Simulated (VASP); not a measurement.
# A VASP study of HfCu (revPBE): structure first, properties next, part 3 of 4

Aim: relax HfCu, then compute properties on the relaxed cell. The cell is invented: it takes the structure of a Materials Project entry for FeRu (space group 187 there), with all of its atoms replaced by other elements, volume scaled by an estimate. It may not be a known or stable phase. Left out of this account: 1 further run (relaxation: a spoilt try).

VASP 6.6.1; revPBE; plane waves and PAW (Hf_pv, Cu); invented cell.

Still holding for the runs below: This run has no spin polarisation. Its electron count is odd, so without a moment it is a metal by construction.

So far. Step 3 (Second relaxation): It ends with forces that vanish by symmetry and a pressure of 0.07 GPa. The volume moved by only 0.08 %, so the volume is settled. Step 4 (Density, ELF and potential (revPBE)): In this run the pressure is -0.25 GPa, small enough to go on. The relaxed cell has a = 3.069, c = 4.423 Å (conventional setting).

## (5) Band structure (revPBE)

Levels along the symmetry lines show where the bands peak and cross; KPOINTS_OPT computes them in the converged potential.

File INCAR:

```
SYSTEM = HfCu
PREC = Accurate
ENCUT = 400
EDIFF = 1E-06
NELM = 100
ISMEAR = -1
SIGMA = 0.05
LREAL = .FALSE.
ALGO = Normal
GGA = RE
NBANDS = 22
LORBIT = 11
LWAVE = .FALSE.
LCHARG = .FALSE.
```

File POSCAR:

```
HfCu
1.0
    3.0693197814     -0.0000000190      0.0000000000
   -1.5346604235      2.6581089089      0.0000000000
    0.0000000000      0.0000000000      4.4231823103
Hf Cu
1 1
Direct
    0.6666666700      0.3333333300      0.0000000000
    0.0000000000      0.0000000000      0.5000000000
```

File KPOINTS:

```
Automatic mesh
0
Gamma
10 10 6
0 0 0
```

File KPOINTS_OPT:

```
Line mode
16
Line-mode
Reciprocal
  0.00000000   0.00000000   0.00000000 GAMMA
  0.50000000   0.00000000   0.00000000 M

  0.50000000   0.00000000   0.00000000 M
  0.33333333   0.33333333   0.00000000 K

  0.33333333   0.33333333   0.00000000 K
  0.00000000   0.00000000   0.00000000 GAMMA

  0.00000000   0.00000000   0.00000000 GAMMA
  0.00000000   0.00000000   0.50000000 A

  0.00000000   0.00000000   0.50000000 A
  0.50000000   0.00000000   0.50000000 L

  0.50000000   0.00000000   0.50000000 L
  0.33333333   0.33333333   0.50000000 H

  0.33333333   0.33333333   0.50000000 H
  0.00000000   0.00000000   0.50000000 A

  0.50000000   0.00000000   0.50000000 L
  0.50000000   0.00000000   0.00000000 M

  0.33333333   0.33333333   0.00000000 K
  0.33333333   0.33333333   0.50000000 H
```

The projector-augmented-wave data sets are Hf_pv and Cu (PBE family, release 64).

Run with:

```console
$ mpirun -np 1 vasp_std
```

The program printed:

```text
[... set-up lines as in an earlier step ...]
 entering main loop
       N       E                     dE             d eps       ncg     rms          rms(c)
DAV:   1     0.929067789576E+02    0.92907E+02   -0.84751E+03  2624   0.959E+02
DAV:   2    -0.953368473401E+01   -0.10244E+03   -0.95329E+02  2644   0.240E+02
DAV:   3    -0.143900603957E+02   -0.48564E+01   -0.47249E+01  3058   0.486E+01
DAV:   4    -0.144689026841E+02   -0.78842E-01   -0.78698E-01  2810   0.593E+00
DAV:   5    -0.144703295184E+02   -0.14268E-02   -0.14268E-02  3148   0.864E-01    0.556E+01
DAV:   6    -0.180417054798E+02   -0.35714E+01   -0.53215E+01  2908   0.138E+02    0.191E+01
DAV:   7    -0.129551087991E+02    0.50866E+01   -0.21157E+01  3278   0.636E+01    0.210E+01
DAV:   8    -0.126274238717E+02    0.32768E+00   -0.10294E+00  3566   0.165E+01    0.284E+00
DAV:   9    -0.126148381971E+02    0.12586E-01   -0.90816E-02  3726   0.472E+00    0.904E-01
DAV:  10    -0.126124330404E+02    0.24052E-02   -0.13562E-02  3634   0.168E+00    0.823E-02
DAV:  11    -0.126125091142E+02   -0.76074E-04   -0.16340E-03  2964   0.801E-01    0.196E-01
DAV:  12    -0.126123523926E+02    0.15672E-03   -0.16937E-03  3006   0.855E-01    0.916E-02
DAV:  13    -0.126122497376E+02    0.10266E-03   -0.24489E-04  2954   0.319E-01    0.128E-02
DAV:  14    -0.126122546468E+02   -0.49092E-05   -0.11533E-05  3732   0.484E-02    0.264E-02
DAV:  15    -0.126122486505E+02    0.59963E-05   -0.13266E-05  3054   0.726E-02    0.421E-03
DAV:  16    -0.126122486753E+02   -0.24798E-07   -0.36621E-07  1340   0.675E-03
   1 F= -.12612249E+02 E0= -.12604135E+02  d E =-.162282E-01
 Start KPOINTS_OPT (optional k-point list driver)
k-point batch [1-56\144]
       N       E                     dE             ncg
DAV:   1    -0.418520556233E+03   -0.25214E+05     2570
DAV:   2    -0.614736900850E+04   -0.57288E+04     2724
DAV:   3    -0.644385176425E+04   -0.29648E+03     2986
DAV:   4    -0.644836484090E+04   -0.45131E+01     2960
DAV:   5    -0.644844122097E+04   -0.76380E-01     3056
DAV:   6    -0.644844317931E+04   -0.19583E-02     2912
DAV:   7    -0.644844325691E+04   -0.77598E-04     2940
DAV:   8    -0.644844325992E+04   -0.30090E-05     2342
DAV:   9    -0.644844326011E+04   -0.18608E-06     1948
[...]
k-point batch [113-144\144]
       N       E                     dE             ncg
DAV:   1     0.153443720144E+05   -0.25404E+05     1504
DAV:   2     0.121275266754E+05   -0.32168E+04     1570
DAV:   3     0.119732877069E+05   -0.15424E+03     1666
DAV:   4     0.119709376714E+05   -0.23500E+01     1686
DAV:   5     0.119708956855E+05   -0.41986E-01     1720
DAV:   6     0.119708945899E+05   -0.10956E-02     1658
DAV:   7     0.119708945443E+05   -0.45617E-04     1788
DAV:   8     0.119708945437E+05   -0.60523E-06     1136
```

Run time: 40 s. Hardware: 1 MPI rank of Intel Xeon Platinum 8488C (Sapphire Rapids), shared host; peak memory 0.17 GiB.

OUTCAR, selected parts (step 5):

```text
   k-points           NKPTS =     56   k-points in BZ     NKDIM =     56   number of bands    NBANDS=     22

   NELECT =      21.0000    total number of electrons

 E-fermi :   5.4863

 k-point     1 :       0.0000    0.0000    0.0000
  band No.  band energies     occupation
    ...
      6       2.4633      2.00000
      7       2.4633      2.00000
      8       2.5947      2.00000
      9       2.5947      2.00000
     10       4.0863      2.00000
     11       6.4273      0.00000
     12       7.0703      0.00000
     13       7.0703      0.00000
     14      10.1598      0.00000
     15      10.1598      0.00000
    ...

  Total        0.0061976      0.0061976      0.0052425     -0.0000000      0.0000000      0.0000000
  in kB        0.2751601      0.2751601      0.2327535     -0.0000001      0.0000000      0.0000000
  external PRESSURE =       0.2610245 kB  Pullay stress =       0.0000000 kB

 POSITION                                       TOTAL-FORCE (eV/Angst)
 -----------------------------------------------------------------------------------
      1.53466      0.88604      0.00000         0.000000      0.000000      0.000000
      0.00000      0.00000      2.21159        -0.000000      0.000000      0.000000
 -----------------------------------------------------------------------------------
    total drift:                               -0.000009      0.000002     -0.000000

  FREE ENERGIE OF THE ION-ELECTRON SYSTEM (eV)
  ---------------------------------------------------
  free  energy   TOTEN  =       -12.6122486753 eV

  energy  without entropy=      -12.5960204685  energy(sigma->0) =      -12.60413457

[... 7 parts as in an earlier step ...]

[... 9 further parts left out ...]
```

Spin-orbit coupling is off here; with elements this heavy it splits and shifts levels by tenths of an eV or more.

This step gave:

| Quantity | Value |
| --- | --- |
| SCF cycles | 16 |
| bands | 22 |
| pressure | 0.02610 GPa |

The electronic bands at the labelled points (eV, zero at the Fermi level; # counts the bands kept, so #1 is VASP's band 4):

```
          point     #5     #6     #7     #8     #9   #10   #11   #12
              Γ  -2.89  -2.89  -1.40   0.94   1.58  1.58  4.67  4.67
0.53 of the way  -3.02  -2.73  -0.71  -0.37   0.65  3.69  4.22  6.76
              M  -2.55  -2.47  -0.91  -0.78   0.11  3.90  6.88  7.35
0.47 of the way  -2.98  -1.85  -0.66  -0.54   0.25  2.73  5.15  6.32
              K  -3.14  -0.57  -0.37  -0.25  -0.01  1.62  4.34  4.81
0.47 of the way  -3.06  -2.57  -0.43  -0.28   0.26  3.53  4.19  7.18
              Γ  -2.89  -2.89  -1.40   0.94   1.58  1.58  4.67  4.67
0.47 of the way  -2.90  -2.90  -2.30   0.81   1.70  1.70  4.58  4.58
              A  -3.08  -2.93  -2.93   0.67   1.87  1.87  4.45  4.45
0.47 of the way  -2.93  -2.83  -2.82   0.35   1.89  2.81  3.50  3.57
              L  -2.47  -2.19  -1.77   0.25   1.54  2.64  3.29  6.90
0.47 of the way  -2.73  -1.63  -1.58  -0.03   1.09  2.51  3.28  7.55
              H  -3.11  -1.05  -0.89  -0.52   0.40  2.58  3.44  7.09
0.47 of the way  -3.00  -2.54  -2.27  -0.09   2.20  2.26  2.75  4.91
              A  -3.08  -2.93  -2.93   0.67   1.87  1.87  4.45  4.45
      jump to L  -2.47  -2.19  -1.77   0.25   1.54  2.64  3.29  6.90
0.47 of the way  -2.69  -2.47  -1.44  -0.17   0.93  3.12  4.85  6.89
              M  -2.55  -2.47  -0.91  -0.78   0.11  3.90  6.88  7.35
      jump to K  -3.14  -0.57  -0.37  -0.25  -0.01  1.62  4.34  4.81
0.53 of the way  -3.13  -0.87  -0.60  -0.39   0.75  0.84  5.73  6.09
              H  -3.11  -1.05  -0.89  -0.52   0.40  2.58  3.44  7.09
```

Of the projections kept (Hf, Cu), the largest for each band there; the rest of the weight can lie on other orbitals:

```
point       #5       #6       #7       #8       #9      #10      #11      #12
    Γ  Cu 0.99  Cu 0.99  Cu 0.52  Hf 0.64  Hf 0.98  Hf 0.98  Hf 0.98  Hf 0.98
    M  Cu 0.72  Cu 1.00  Hf 0.68  Cu 0.55  Hf 0.52  Hf 0.91  Hf 1.00  Hf 0.77
    K  Cu 0.97  Cu 0.58  Hf 0.68  Hf 0.81  Cu 0.60  Hf 0.71  Hf 0.57  Hf 0.55
    Γ  Cu 0.99  Cu 0.99  Cu 0.52  Hf 0.64  Hf 0.98  Hf 0.98  Hf 0.98  Hf 0.98
    A  Cu 0.99  Cu 0.97  Cu 0.97  Hf 0.90  Hf 0.95  Hf 0.95  Hf 0.94  Hf 0.94
    L  Cu 1.00  Hf 0.67  Cu 0.79  Cu 0.70  Hf 0.85  Hf 0.90  Hf 0.82  Hf 1.00
```

There is no gap at this level.

## (6) Total and projected DOS (revPBE)

Here the states are counted by energy and projected on the atoms. The mesh is finer than in the run before.

INCAR: that of step 5 with these lines changed.

```diff
@@ -5,3 +5,3 @@
 NELM = 100
-ISMEAR = -1
+ISMEAR = -5
 SIGMA = 0.05
@@ -14 +14,2 @@
 LCHARG = .FALSE.
+NEDOS = 2001
```

POSCAR is that of step 5.

File KPOINTS:

```
Automatic mesh
0
Gamma
15 15 9
0 0 0
```

Run with:

```console
$ mpirun -np 1 vasp_std
```

The program printed:

```text
[... set-up lines as in an earlier step ...]
 entering main loop
       N       E                     dE             d eps       ncg     rms          rms(c)
DAV:   1     0.920055142250E+02    0.92006E+02   -0.84896E+03  6308   0.964E+02
DAV:   2    -0.958165645607E+01   -0.10159E+03   -0.95006E+02  6396   0.240E+02
DAV:   3    -0.143785299242E+02   -0.47969E+01   -0.46659E+01  7412   0.487E+01
DAV:   4    -0.144555172424E+02   -0.76987E-01   -0.76791E-01  6792   0.583E+00
DAV:   5    -0.144569800228E+02   -0.14628E-02   -0.14617E-02  7472   0.871E-01    0.552E+01
DAV:   6    -0.179766610385E+02   -0.35197E+01   -0.52881E+01  7062   0.138E+02    0.192E+01
DAV:   7    -0.129507371537E+02    0.50259E+01   -0.20986E+01  7974   0.634E+01    0.213E+01
DAV:   8    -0.126259089276E+02    0.32483E+00   -0.98476E-01  8766   0.159E+01    0.287E+00
DAV:   9    -0.126094441996E+02    0.16465E-01   -0.14711E-01  8272   0.663E+00    0.132E+00
DAV:  10    -0.126040708649E+02    0.53733E-02   -0.31361E-02  8718   0.305E+00    0.111E-01
DAV:  11    -0.126043815189E+02   -0.31065E-03   -0.40392E-03  7040   0.127E+00    0.292E-01
DAV:  12    -0.126041127856E+02    0.26873E-03   -0.43914E-03  7200   0.137E+00    0.170E-01
DAV:  13    -0.126038089757E+02    0.30381E-03   -0.62288E-04  7032   0.507E-01    0.278E-02
DAV:  14    -0.126038141995E+02   -0.52238E-05   -0.21233E-05  7158   0.314E-02    0.266E-02
DAV:  15    -0.126038016212E+02    0.12578E-04   -0.14598E-05  7416   0.760E-02    0.512E-03
DAV:  16    -0.126038012229E+02    0.39824E-06   -0.48647E-07  3336   0.880E-03
   1 F= -.12603801E+02 E0= -.12603801E+02  d E =0.000000E+00
 -----------------------------------------------------------------------------
|                                                                             |
|           W    W    AA    RRRRR   N    N  II  N    N   GGGG   !!!           |
|           W    W   A  A   R    R  NN   N  II  NN   N  G    G  !!!           |
|           W    W  A    A  R    R  N N  N  II  N N  N  G       !!!           |
|           W WW W  AAAAAA  RRRRR   N  N N  II  N  N N  G  GGG   !            |
|           WW  WW  A    A  R   R   N   NN  II  N   NN  G    G                |
|           W    W  A    A  R    R  N    N  II  N    N   GGGG   !!!           |
|                                                                             |
|     Tetrahedron method does not include variations of the Fermi             |
|     occupations, so forces and stress will be inaccurate. We suggest        |
|     using a different smearing scheme ISMEAR = 1 or 2 for metals in         |
|     relaxations.                                                            |
|                                                                             |
 -----------------------------------------------------------------------------
```

The job ended after 45 s (1 MPI rank; peak memory 0.19 GiB).

OUTCAR, selected parts (step 6):

```text
   k-points           NKPTS =    135   k-points in BZ     NKDIM =    135   number of bands    NBANDS=     22

   NELECT =      21.0000    total number of electrons

 E-fermi :   5.4735

 k-point     1 :       0.0000    0.0000    0.0000
  band No.  band energies     occupation
    ...
      6       2.4545      2.00000
      7       2.4545      2.00000
      8       2.5899      2.00000
      9       2.5899      2.00000
     10       4.0910      2.00000
     11       6.4263      0.00000
     12       7.0873      0.00000
     13       7.0873      0.00000
     14      10.1652      0.00000
     15      10.1652      0.00000
    ...

  Total        0.0221960      0.0221960     -0.0164253     -0.0000000     -0.0000000      0.0000000
  in kB        0.9854502      0.9854502     -0.7292450     -0.0000002     -0.0000000      0.0000000
  external PRESSURE =       0.4138851 kB  Pullay stress =       0.0000000 kB

 POSITION                                       TOTAL-FORCE (eV/Angst)
 -----------------------------------------------------------------------------------
      1.53466      0.88604      0.00000         0.000000      0.000000      0.000000
      0.00000      0.00000      2.21159         0.000000     -0.000000      0.000000
 -----------------------------------------------------------------------------------
    total drift:                               -0.000009      0.000002     -0.000000

  FREE ENERGIE OF THE ION-ELECTRON SYSTEM (eV)
  ---------------------------------------------------
  free  energy   TOTEN  =       -12.6038012229 eV

  energy  without entropy=      -12.6038012229  energy(sigma->0) =      -12.60380122

[... 6 parts as in an earlier step ...]

[... 10 further parts left out ...]
```

With tetrahedra the forces and stress of a metal are not exact derivatives of the energy.

Numbers from this step:

| Item | Value |
| --- | --- |
| irreducible k-points | 135 |
| free energy (TOTEN) | -12.60 eV |
| Fermi energy | 5.473 eV |
| pressure | 0.04139 GPa |
| DOS at the Fermi level | 2.180 states/eV/cell |

The density of states has structure finer than the step of the table below, so its rows give means over 0.5 eV, whole bins alone (the curve runs from -12.0 to 7.99 eV). Peaks (eV: height): total -3.64: 7.26, -3.34: 8.97, -2.96: 16.6, 0.82: 3.68, 2.26: 2.98; Cu d -3.59: 5.38, -3.34: 7.60, -2.96: 15.2; Hf d -0.03: 0.929, 0.82: 1.56, 2.26: 0.981, 3.13: 1.09, 3.43: 1.09, 4.21: 1.17, 6.23: 0.719.

States under -12.0 eV and over 8.0 eV are left out. Table of density of states by energy, zero at the Fermi level; means over each step; values in states/eV/cell:

```
energy (eV)    total     Cu d     Hf d
       -8.5        0        0        0
       -8.0  0.00175        0        0
       -7.5   0.0865   8.9e-5   1.0e-5
       -7.0    0.158   4.9e-4   5.4e-4
       -6.5    0.221  0.00172  0.00187
       -6.0    0.300  0.00541  0.00512
       -5.5    0.375   0.0154   0.0110
       -5.0    0.532   0.0501   0.0273
       -4.5     1.15    0.297    0.109
       -4.0     2.43     1.25    0.224
       -3.5     6.47     5.04    0.334
       -3.0     9.41     8.29    0.184
       -2.5     2.48     1.97    0.118
       -2.0     1.48    0.681    0.259
       -1.5     1.50    0.471    0.400
       -1.0     1.42    0.284    0.499
       -0.5     1.35    0.164    0.550
        0.0     2.03    0.167    0.856
        0.5     1.93    0.187    0.786
        1.0     2.25    0.216    0.913
        1.5     1.02   0.0925    0.549
        2.0    0.891   0.0836    0.480
        2.5     1.14   0.0767    0.687
        3.0     1.26   0.0670    0.841
        3.5     1.40   0.0864    0.922
        4.0     1.36   0.0724    0.933
        4.5     1.48   0.0619    0.935
        5.0     1.10   0.0459    0.588
        5.5    0.812   0.0318    0.435
        6.0    0.936   0.0373    0.470
        6.5     1.10   0.0392    0.543
        7.0    0.969   0.0369    0.399
        7.5     1.29   0.0533    0.457
```

The finer mesh and the other smearing move the Fermi level by -0.01 eV from the 10×10×6 run, a small shift, which tests the Fermi level alone. Of the states within 0.3 eV of the Fermi level, the largest shares in the PAW spheres are Hf d 42 % and Cu d 8 %. The rest lies in smaller channels or between the spheres.

(Continued in part 4 of 4.)

[Lines on the potential files, build, host, timing and source positions are cut from VASP's logs without a mark.]

[Logs are printed without paths, hosts, clocks, repeated set-up lines and the standing remarks that a program may print on its own settings, such as how far it seeks lower states.]

[Hosts, paths, dates, database ids (printed as entryN), source tags and the programs' standing remarks are cut or masked in the printed files.]

[A measured line is paired with the nearest computed mode of its activity, which favours agreement.]
